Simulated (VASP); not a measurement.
Energy against volume of MgB2 (AlB2 type). Level of theory: RPBE GGA, VASP's PBE PAW potentials (set 64) (plane waves; VASP). Numerical set-up: 520 eV cut-off, 11×11×9 Γ-centred mesh, first-order Methfessel-Paxton smearing of 0.10 eV, potentials Mg B.

Shape and ions are relaxed at each volume.

```json
[
 {"V (Å³/atom)": "9.513", "E (eV/atom)": "-4.83463"},
 {"V (Å³/atom)": "9.807", "E (eV/atom)": "-4.83927"},
 {"V (Å³/atom)": "10.101", "E (eV/atom)": "-4.83615"},
 {"V (Å³/atom)": "10.396", "E (eV/atom)": "-4.82630"}
]
```

Q: Fit these four points and predict the energy of the run at 9.219 Å³/atom.

A: A cubic in V^(−2/3), the third-order Birch-Murnaghan form, passes through the four points with V0 = 9.83 Å³/atom and B0 = 140 GPa, and gives -4.8210 eV/atom there. The run gave -4.8211 eV/atom, -0.1 meV/atom from the fit; all five points give B0 = 139 GPa.

The compound is MgB2 in the AlB2 type structure. It was relaxed first.
